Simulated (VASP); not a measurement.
All values below come from PBE GGA, VASP's PBE PAW potentials (set 64) (plane waves; VASP).

Input for VASP

**KPOINTS**
```
Automatic mesh
0
Gamma
18 18 18
0 0 0
```

POSCAR:
```
Cu
1.0
  0.0000000000   1.7515829442   1.7515829442
  1.7515829442   0.0000000000   1.7515829442
  1.7515829442   1.7515829442   0.0000000000
Cu
1
Direct
  0.0000000000   0.0000000000   0.0000000000
```

INCAR:
```
ALGO=Normal
EDIFF=1E-6
EDIFFG=-0.02
ENCUT=500
GGA=PE
IBRION=2
ISIF=3
ISMEAR=1
LASPH=.TRUE.
LCHARG=.FALSE.
LMAXMIX=4
LREAL=.FALSE.
LWAVE=.FALSE.
NELM=100
NSW=40
PREC=Accurate
PSTRESS=200
SIGMA=0.1
SYSTEM=Cu
```

POTCAR, in this order: Cu (PBE.64 set). Program: vasp_std.

Output of the run:

OSZICAR:
```
       N       E                     dE             d eps       ncg     rms          rms(c)
DAV:   1     0.344295414784E+02    0.34430E+02   -0.56055E+03  3646   0.204E+03
DAV:   2    -0.421214306055E+01   -0.38642E+02   -0.36820E+02  3521   0.194E+02
DAV:   3    -0.458917783617E+01   -0.37703E+00   -0.37619E+00  4270   0.278E+01
DAV:   4    -0.459158777929E+01   -0.24099E-02   -0.24097E-02  4254   0.198E+00
DAV:   5    -0.459161590658E+01   -0.28127E-04   -0.28128E-04  4214   0.173E-01    0.778E+00
DAV:   6    -0.396622967615E+01    0.62539E+00   -0.15255E+01  3686   0.934E+01    0.334E+00
DAV:   7    -0.367187880351E+01    0.29435E+00   -0.21797E+00  3721   0.349E+01    0.684E-01
DAV:   8    -0.365694017612E+01    0.14939E-01   -0.59316E-03  4849   0.995E-01    0.234E-01
DAV:   9    -0.365596597298E+01    0.97420E-03   -0.63984E-03  3886   0.176E+00    0.283E-02
DAV:  10    -0.365597056809E+01   -0.45951E-05   -0.33407E-05  5111   0.119E-01    0.704E-03
DAV:  11    -0.365596900140E+01    0.15667E-05   -0.52256E-07  2427   0.159E-02    0.250E-04
DAV:  12    -0.365596913160E+01   -0.13019E-06   -0.35510E-08  1880   0.268E-03
   1 F= -.23143120E+01 E0= -.23143279E+01  d E =-.231431E+01
```

OUTCAR:
```
------------------------ aborting loop because EDIFF is reached ----------------------------------------
  FORCE on cell =-STRESS in cart. coord.  units (eV):
  Direction    XX          YY          ZZ          XY          YZ          ZX
  --------------------------------------------------------------------------------------
  Total        1.3462399      1.3462399      1.3462399      0.0000000     -0.0000000     -0.0000000
  in kB      200.6831620    200.6831620    200.6831620      0.0000000     -0.0000000     -0.0000000
  external PRESSURE =       0.6831620 kB  Pullay stress =     200.0000000 kB
  volume of cell :       10.75
      direct lattice vectors                 reciprocal lattice vectors
     0.000000000  1.751582944  1.751582944    -0.285456079  0.285456079  0.285456079
     1.751582944  0.000000000  1.751582944     0.285456079 -0.285456079  0.285456079
     1.751582944  1.751582944  0.000000000     0.285456079  0.285456079 -0.285456079
 POSITION                                       TOTAL-FORCE (eV/Angst)
 -----------------------------------------------------------------------------------
      0.00000      0.00000      0.00000        -0.000000      0.000000      0.000000
 -----------------------------------------------------------------------------------
    total drift:                                0.000000     -0.000000      0.000000
  FREE ENERGIE OF THE ION-ELECTRON SYSTEM (eV)
  ---------------------------------------------------
  free  energy   TOTEN  =        -3.6559691316 eV

  energy  without entropy=       -3.6560166781  energy(sigma->0) =       -3.65598498
  enthalpy is  TOTEN    =        -2.3143120358 eV   P V=        1.3416570958

 reached required accuracy - stopping structural energy minimisation
```
(Selected blocks of OUTCAR.)

The compound is Cu in the fcc structure. It was relaxed first under an external pressure of 20 GPa.
